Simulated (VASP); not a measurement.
Output of a VASP run:

**OUTCAR**
```
 ion  position               nearest neighbor table
   1  0.000  0.000  0.000-   2 1.96   2 1.96   2 1.96   2 1.96
   2  0.250  0.250  0.250-   1 1.96   1 1.96   1 1.96   1 1.96
  LATTYP: Found a face centered cubic cell.
 ALAT       =     4.5210962206
 Subroutine PRICEL returns:
 Original cell was already a primitive cell.
 Subroutine GETGRP returns: Found 24 space group operations
The static configuration has the point symmetry T_d .
The dynamic configuration has the point symmetry T_d .
 Subroutine INISYM returns: Found 24 space group operations
 Subroutine IBZKPT returns following result:
 Found     47 irreducible k-points:

 Following reciprocal coordinates:
            Coordinates               Weight
  0.000000  0.000000  0.000000      1.000000
  0.100000  0.000000  0.000000      8.000000
  0.200000  0.000000  0.000000      8.000000
  0.300000  0.000000  0.000000      8.000000
  0.400000  0.000000  0.000000      8.000000
  0.500000  0.000000  0.000000      4.000000
  0.100000  0.100000  0.000000      6.000000
  0.200000  0.100000  0.000000     24.000000
  0.300000  0.100000  0.000000     24.000000
  0.400000  0.100000  0.000000     24.000000
  0.500000  0.100000  0.000000     24.000000
 -0.400000  0.100000  0.000000     24.000000
 -0.300000  0.100000  0.000000     24.000000
 -0.200000  0.100000  0.000000     24.000000
 -0.100000  0.100000  0.000000     12.000000
  0.200000  0.200000  0.000000      6.000000
  0.300000  0.200000  0.000000     24.000000
  0.400000  0.200000  0.000000     24.000000
  0.500000  0.200000  0.000000     24.000000
 -0.400000  0.200000  0.000000     24.000000
 -0.300000  0.200000  0.000000     24.000000
 -0.200000  0.200000  0.000000     12.000000
  0.300000  0.300000  0.000000      6.000000
  0.400000  0.300000  0.000000     24.000000
  0.500000  0.300000  0.000000     24.000000
 -0.400000  0.300000  0.000000     24.000000
 -0.300000  0.300000  0.000000     12.000000
  0.400000  0.400000  0.000000      6.000000
  0.500000  0.400000  0.000000     24.000000
 -0.400000  0.400000  0.000000     12.000000
  0.500000  0.500000  0.000000      3.000000
  0.300000  0.200000  0.100000     24.000000
  0.400000  0.200000  0.100000     48.000000
  0.500000  0.200000  0.100000     48.000000
 -0.400000  0.200000  0.100000     24.000000
  0.400000  0.300000  0.100000     24.000000
  0.500000  0.300000  0.100000     48.000000
 -0.400000  0.300000  0.100000     48.000000
 -0.300000  0.300000  0.100000     48.000000
 -0.200000  0.300000  0.100000     24.000000
   k-points           NKPTS =     47   k-points in BZ     NKDIM =     47   number of bands    NBANDS=      8
   number of dos      NEDOS =    301   number of ions     NIONS =      2
   total plane-waves  NPLWV =  21952
   dimension x,y,z NGX =    28 NGY =   28 NGZ =   28
   dimension x,y,z NGXF=    56 NGYF=   56 NGZF=   56
   ions per type =               1   1
   PREC   = accura    normal or accurate (medium, high low for compatibility)
   ISTART =      0    job   : 0-new  1-cont  2-samecut
   ICHARG =      2    charge: 1-file 2-atom 10-const
   ISPIN  =      1    spin polarized calculation?
   LNONCOLLINEAR =      F non collinear calculations
   LSORBIT =      F    spin-orbit coupling
   INIWAV =      1    electr: 0-lowe 1-rand  2-diag
   ENCUT  =  600.0 eV  44.10 Ry    6.64 a.u.   6.38  6.38  6.38*2*pi/ulx,y,z
   NELM   =    100;   NELMIN=  2; NELMDL= -5     # of ELM steps
   EDIFF  = 0.1E-06   stopping-criterion for ELM
   LREAL  =      F    real-space projection
   NLSPLINE    = F    spline interpolate recip. space projectors
   LMAXMIX     =    2 max onsite mixed and CHGCAR
   VOSKOWN=      0    Vosko Wilk Nusair interpolation
   EDIFFG = 0.1E-05   stopping-criterion for IOM
   NSW    =      0    number of steps for IOM
   NBLOCK =      1;   KBLOCK =      1    inner block; outer block
   IBRION =     -1    ionic relax: 0-MD 1-quasi-New 2-CG
...
```

### OSZICAR
```
       N       E                     dE             d eps       ncg     rms          rms(c)
DAV:   1     0.116713600123E+02    0.11671E+02   -0.44050E+03   752   0.101E+03
DAV:   2    -0.141089372232E+02   -0.25780E+02   -0.24293E+02  1144   0.117E+02
DAV:   3    -0.144069639885E+02   -0.29803E+00   -0.29803E+00   888   0.167E+01
DAV:   4    -0.144076703690E+02   -0.70638E-03   -0.70638E-03  1200   0.877E-01
DAV:   5    -0.144076707051E+02   -0.33611E-06   -0.33611E-06   904   0.141E-02    0.713E+00
DAV:   6    -0.137873483850E+02    0.62032E+00   -0.15687E+00   808   0.677E+00    0.385E+00
DAV:   7    -0.136848112671E+02    0.10254E+00   -0.28045E-01  1144   0.319E+00    0.121E+00
DAV:   8    -0.136750909779E+02    0.97203E-02   -0.27781E-02   824   0.113E+00    0.191E-01
DAV:   9    -0.136752040362E+02   -0.11306E-03   -0.48001E-04  1056   0.204E-01    0.103E-01
DAV:  10    -0.136752606228E+02   -0.56587E-04   -0.12279E-04   832   0.827E-02    0.208E-02
DAV:  11    -0.136752647384E+02   -0.41156E-05   -0.41574E-06  1120   0.186E-02    0.250E-02
DAV:  12    -0.136752650416E+02   -0.30319E-06   -0.14810E-06   864   0.733E-03    0.457E-03
DAV:  13    -0.136752650576E+02   -0.15965E-07   -0.29856E-08   400   0.160E-03
   1 F= -.13675265E+02 E0= -.13675265E+02  d E =-.900174E-14
```

File OUTCAR:
```
------------------------ aborting loop because EDIFF is reached ----------------------------------------
  FORCE on cell =-STRESS in cart. coord.  units (eV):
  Direction    XX          YY          ZZ          XY          YZ          ZX
  --------------------------------------------------------------------------------------
  Total        0.0002907      0.0002907      0.0002907     -0.0000000      0.0000000     -0.0000000
  in kB        0.0201566      0.0201566      0.0201566     -0.0000000      0.0000000     -0.0000000
  external PRESSURE =       0.0201566 kB  Pullay stress =       0.0000000 kB
  volume of cell :       23.10
      direct lattice vectors                 reciprocal lattice vectors
     0.000000000  2.260548110  2.260548110    -0.221185295  0.221185295  0.221185295
     2.260548110  0.000000000  2.260548110     0.221185295 -0.221185295  0.221185295
     2.260548110  2.260548110  0.000000000     0.221185295  0.221185295 -0.221185295
  FREE ENERGIE OF THE ION-ELECTRON SYSTEM (eV)
  ---------------------------------------------------
  free  energy   TOTEN  =       -13.6752650576 eV

  energy  without entropy=      -13.6752650576  energy(sigma->0) =      -13.67526506
```
(Selected blocks of OUTCAR.)

POSCAR:
```
BP
1
   -0.0000000000     2.2605481103     2.2605481103
    2.2605481103     0.0000000000     2.2605481103
    2.2605481103     2.2605481103     0.0000000000
B P
1 1
Direct
  0.0000000000   0.0000000000   0.0000000000
  0.2500000000   0.2500000000   0.2500000000
```

Q: Write an INCAR and KPOINTS that could have produced this output.

A: This is not unique; one that fits is the input of the run itself, PBEsol GGA, plane waves, VASP's PBE PAW potentials (set 64).

**KPOINTS**
```
Automatic mesh
0
Gamma
10 10 10
0 0 0
```

**INCAR**
```
# general
SYSTEM=BP
PREC  =Accurate
ENCUT =600
LREAL =F
LASPH =T

# electronic loop
EDIFF =1E-7
NELM  =100
ALGO  =Normal

# smearing
ISMEAR=0
SIGMA =0.05

# functional
GGA   =PS

# ions
ISIF  =2

# output
LWAVE =F
LCHARG=F
```

POTCAR, in this order: B P (PBE.64 set). Program: vasp_std.

The compound is BP in the zinc blende structure. It was relaxed first.
